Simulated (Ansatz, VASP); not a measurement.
Code comparison for MgAl2C2 (P-3m1, 5 atoms in the cell)

Self-consistent single point, at a second geometry (lattice scaled by 0.98). First geometry:

```
CELL_PARAMETERS angstrom
      3.34691     0.00000     0.00000
     -1.67345     2.89851     0.00000
      0.00000     0.00000     5.74859
ATOMIC_POSITIONS crystal
  Mg 0.00000 0.00000 0.00000
  Al 0.66667 0.33333 0.35001
  Al 0.33333 0.66667 0.64999
  C  0.33333 0.66667 0.27008
  C  0.66667 0.33333 0.72992
```

Shared settings, as Ansatz (a first-principles code) writes them: kpoints.mp_grid.grid = 8 8 4; scf.occupations.method = fixed. Potentials and cutoffs stand in the table.

| code | model | ΔF from the first geometry (meV/atom) | pressure (GPa) | largest force (eV/Å) | gap on the mesh (eV) | cutoff |
|---|---|---|---|---|---|---|
| Ansatz | PBEsol, default PAW files made with PBE | 37.1 | 14.73 | 0.503 | 1.875 | 30.9 Ry |
| VASP | PBEsol, VASP's PBE PAW potentials (set 64) | 37.6 | 14.17 | 0.521 | 1.871 | 400 eV |

For VASP (by 0.7 GPa) the energy change implies a higher mean pressure, against the two pressures, than for the other programs: a sign of finite-basis (Pulay) stress.

Gaps are read on the mesh.

The spread over the programs that give each value: ΔF from the first geometry within 0.5 meV/atom; pressure within 0.56 GPa; largest force within 0.018 eV/Å; gap on the mesh within 0.004 eV.

Ansatz's pressure is given at a fixed set of plane waves, as the other plane-wave codes print theirs; with its correction for the finite basis it is 14.97 GPa (the shift of 0.24 GPa shows how far the cutoff is from converged).

VASP's run is marked for a possible Pulay error in its stress at this cutoff; no cutoff test was made.

VASP ran the fixed occupations as a Gaussian smearing of 0.01 eV.

The starting cell comes from a database of computed structures (which also holds hypothetical and non-ambient phases and stackings), without a prior relaxation at this level. Its lattice was rescaled by a random factor within 2.5 % of one. For this run, on top of that: lattice scaled by 0.98.

Left out of this page: Quantum ESPRESSO, GPAW, CP2K, Elk, FLEUR and SIESTA (not drawn, or without a comparable value); ABINIT (with a known weakness of the program).

Keys are those of Ansatz 0.2.
